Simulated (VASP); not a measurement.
Output of a VASP run:

### OSZICAR
```
...
RMM:   4    -0.300154516501E+03   -0.29000E-04   -0.15704E-03   337   0.678E-02    0.431E-02
RMM:   5    -0.300154546645E+03   -0.30143E-04   -0.35294E-04   322   0.361E-02    0.176E-02
RMM:   6    -0.300154555770E+03   -0.91252E-05   -0.87961E-05   268   0.184E-02
   3 F= -.30015456E+03 E0= -.30015456E+03  d E =-.188019E+00
       N       E                     dE             d eps       ncg     rms          rms(c)
DAV:   1    -0.300171507311E+03   -0.16961E-01   -0.50623E-01   356   0.135E+00    0.272E-01
RMM:   2    -0.300174075602E+03   -0.25683E-02   -0.37975E-02   322   0.336E-01    0.894E-02
RMM:   3    -0.300174450163E+03   -0.37456E-03   -0.59057E-03   325   0.144E-01    0.716E-02
RMM:   4    -0.300174447694E+03    0.24687E-05   -0.10508E-03   324   0.621E-02    0.313E-02
RMM:   5    -0.300174472861E+03   -0.25167E-04   -0.27386E-04   339   0.323E-02    0.166E-02
RMM:   6    -0.300174476851E+03   -0.39904E-05   -0.58568E-05   258   0.156E-02
   4 F= -.30017448E+03 E0= -.30017448E+03  d E =-.199211E-01
       N       E                     dE             d eps       ncg     rms          rms(c)
DAV:   1    -0.300177327460E+03   -0.28546E-02   -0.23719E-01   355   0.920E-01    0.187E-01
RMM:   2    -0.300178520384E+03   -0.11929E-02   -0.17779E-02   322   0.230E-01    0.613E-02
RMM:   3    -0.300178702530E+03   -0.18215E-03   -0.28201E-03   325   0.991E-02    0.488E-02
RMM:   4    -0.300178704484E+03   -0.19542E-05   -0.49492E-04   325   0.428E-02    0.218E-02
RMM:   5    -0.300178716079E+03   -0.11594E-04   -0.12662E-04   316   0.224E-02    0.112E-02
RMM:   6    -0.300178718334E+03   -0.22551E-05   -0.28458E-05   222   0.110E-02
   5 F= -.30017872E+03 E0= -.30017872E+03  d E =-.241626E-01
       N       E                     dE             d eps       ncg     rms          rms(c)
DAV:   1    -0.300181822058E+03   -0.31060E-02   -0.12191E-01   340   0.661E-01    0.130E-01
RMM:   2    -0.300182474868E+03   -0.65281E-03   -0.87438E-03   322   0.163E-01    0.431E-02
RMM:   3    -0.300182584939E+03   -0.11007E-03   -0.14182E-03   329   0.711E-02    0.360E-02
RMM:   4    -0.300182587790E+03   -0.28509E-05   -0.20228E-04   325   0.295E-02    0.164E-02
RMM:   5    -0.300182592088E+03   -0.42985E-05   -0.52965E-05   263   0.156E-02
   6 F= -.30018259E+03 E0= -.30018259E+03  d E =-.387375E-02
       N       E                     dE             d eps       ncg     rms          rms(c)
DAV:   1    -0.300182993434E+03   -0.40564E-03   -0.70404E-02   354   0.502E-01    0.991E-02
RMM:   2    -0.300183389608E+03   -0.39617E-03   -0.52119E-03   322   0.126E-01    0.334E-02
RMM:   3    -0.300183459308E+03   -0.69701E-04   -0.85373E-04   330   0.552E-02    0.286E-02
RMM:   4    -0.300183460872E+03   -0.15637E-05   -0.11502E-04   321   0.229E-02    0.131E-02
RMM:   5    -0.300183463827E+03   -0.29545E-05   -0.33939E-05   230   0.124E-02
   7 F= -.30018346E+03 E0= -.30018346E+03  d E =-.474549E-02
       N       E                     dE             d eps       ncg     rms          rms(c)
DAV:   1    -0.300184234965E+03   -0.77409E-03   -0.45786E-02   356   0.407E-01    0.804E-02
RMM:   2    -0.300184472855E+03   -0.23789E-03   -0.30108E-03   322   0.974E-02    0.256E-02
RMM:   3    -0.300184509764E+03   -0.36910E-04   -0.45777E-04   326   0.424E-02    0.222E-02
RMM:   4    -0.300184510058E+03   -0.29334E-06   -0.74678E-05   299   0.183E-02
   8 F= -.30018451E+03 E0= -.30018451E+03  d E =-.104623E-02
```

### OUTCAR
```
------------------------ aborting loop because EDIFF is reached ----------------------------------------
  FORCE on cell =-STRESS in cart. coord.  units (eV):
  Direction    XX          YY          ZZ          XY          YZ          ZX
  --------------------------------------------------------------------------------------
  Total       -5.4171966     -5.4086476     -5.4362811      0.0528208     -0.0018420     -0.0168774
  in kB       -5.7594429     -5.7503539     -5.7797331      0.0561579     -0.0019583     -0.0179437
  external PRESSURE =      -5.7631766 kB  Pullay stress =       0.0000000 kB
  volume of cell :     1506.97
      direct lattice vectors                 reciprocal lattice vectors
    11.464846211  0.000000000  0.000000000     0.087223150  0.000000000  0.000000000
     0.000000000 11.464846211  0.000000000     0.000000000  0.087223150  0.000000000
     0.000000000  0.000000000 11.464846211     0.000000000  0.000000000  0.087223150
  FREE ENERGIE OF THE ION-ELECTRON SYSTEM (eV)
  ---------------------------------------------------
  free  energy   TOTEN  =      -300.1845100578 eV

  energy  without entropy=     -300.1845100578  energy(sigma->0) =     -300.18451006

 reached required accuracy - stopping structural energy minimisation
```
(Selected blocks of OUTCAR.)

### POSCAR
```
Al32As31Se
1
   11.4648462108     0.0000000000     0.0000000000
    0.0000000000    11.4648462108    -0.0000000000
   -0.0000000000    -0.0000000000    11.4648462108
Al As Se
32 31 1
Direct
  0.5000000000   0.0000000000   0.0000000000
  0.7500000000   0.2500000000   0.0000000000
  0.7500000000   0.0000000000   0.2500000000
  0.0000000000   0.0000000000   0.0000000000
  0.2500000000   0.2500000000   0.0000000000
  0.5000000000   0.5000000000   0.0000000000
  0.7500000000   0.7500000000   0.0000000000
  0.2500000000   0.0000000000   0.2500000000
  0.4978540000   0.2461960000   0.2537740000
  0.7490380000   0.4989290000   0.2513390000
  0.5000000000   0.0000000000   0.5000000000
  0.7523820000   0.2483390000   0.5042240000
  0.7500000000   0.0000000000   0.7500000000
  0.0000000000   0.5000000000   0.0000000000
  0.2500000000   0.7500000000   0.0000000000
  0.0000000000   0.2500000000   0.2500000000
  0.2500000000   0.5000000000   0.2500000000
  0.5000000000   0.7500000000   0.2500000000
  0.0000000000   0.0000000000   0.5000000000
  0.2500000000   0.2500000000   0.5000000000
  0.4995310000   0.4975660000   0.5034070000
  0.7500000000   0.7500000000   0.5000000000
  0.2500000000   0.0000000000   0.7500000000
  0.5000000000   0.2500000000   0.7500000000
  0.7500000000   0.5000000000   0.7500000000
  0.0000000000   0.7500000000   0.2500000000
  0.0000000000   0.5000000000   0.5000000000
  0.2500000000   0.7500000000   0.5000000000
  0.0000000000   0.2500000000   0.7500000000
  0.2500000000   0.5000000000   0.7500000000
  0.5000000000   0.7500000000   0.7500000000
  0.0000000000   0.7500000000   0.7500000000
  0.6250000000   0.1250000000   0.1250000000
  0.8750000000   0.3750000000   0.1250000000
  0.8750000000   0.1250000000   0.3750000000
  0.1250000000   0.1250000000   0.1250000000
  0.3750000000   0.3750000000   0.1250000000
  0.6250000000   0.6250000000   0.1250000000
  0.8750000000   0.8750000000   0.1250000000
  0.3750000000   0.1250000000   0.3750000000
  0.8750000000   0.6250000000   0.3750000000
  0.6250000000   0.1250000000   0.6250000000
  0.8750000000   0.3750000000   0.6250000000
  0.8750000000   0.1250000000   0.8750000000
  0.1250000000   0.6250000000   0.1250000000
  0.3750000000   0.8750000000   0.1250000000
  0.1250000000   0.3750000000   0.3750000000
  0.3750000000   0.6250000000   0.3750000000
  0.6250000000   0.8750000000   0.3750000000
  0.1250000000   0.1250000000   0.6250000000
  0.3750000000   0.3750000000   0.6250000000
  0.6250000000   0.6250000000   0.6250000000
  0.8750000000   0.8750000000   0.6250000000
  0.3750000000   0.1250000000   0.8750000000
  0.6250000000   0.3750000000   0.8750000000
  0.8750000000   0.6250000000   0.8750000000
  0.1250000000   0.8750000000   0.3750000000
  0.1250000000   0.6250000000   0.6250000000
  0.3750000000   0.8750000000   0.6250000000
  0.1250000000   0.3750000000   0.8750000000
  0.3750000000   0.6250000000   0.8750000000
  0.6250000000   0.8750000000   0.8750000000
  0.1250000000   0.8750000000   0.8750000000
  0.6254120000   0.3791280000   0.3785100000
```

Reconstruct the remaining input files.

One answer among several that fit: the input of the run itself, PBE GGA, plane waves, VASP's PBE PAW potentials (set 64).

**KPOINTS**
```
Automatic mesh
0
Gamma
1 1 1
0 0 0
```

### INCAR
```
# general
SYSTEM   =  Al32As31Se
PREC     =  Normal
ENCUT    =  400
LREAL    =  Auto
LASPH    =  .TRUE.
ISYM     =  0
NELECT   =  256.0

# electronic loop
EDIFF    =  1E-5
NELM     =  100
NELMIN   =  4
ALGO     =  Fast
LMAXMIX  =  4

# smearing
ISMEAR   =  0
SIGMA    =  0.05

# functional
GGA      =  PE

# ions
IBRION   =  2
NSW      =  60
ISIF     =  2
EDIFFG   =  -0.03

# output
LWAVE    =  .TRUE.
LCHARG   =  .FALSE.
```

POTCAR, in this order: Al As Se (PBE.64 set). Program: vasp_gam.

The cell is charged, with a uniform compensating background. The supercell is sampled at Γ alone, which is coarse: total energies, pressure and levels can be off, energies of defects by several tenths of an eV.

The cell is a supercell with a defect, built from AlAs (zinc blende): Se_As, charge +1. The run is not spin-polarised, so no state with unpaired spins was tried.
